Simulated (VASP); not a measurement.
Take CoSi (B20), from the solid elements, with no thermal terms, in VASP with PAW potentials, and its formation energy.

Problem. One run gives -0.613 eV/atom. Which level is it?
A) PBE
B) LDA
C) PBEsol

Solution. A, PBE.  The others give -0.737 (PBEsol), -0.787 (LDA).

Only levels that ran to the end are used. Left out are those held back, those with too coarse a band path, GW runs whose mesh misses a band edge, hybrids' fits of cells that aren't cubic and levels without matching references; a question may draw on a part of the rest.
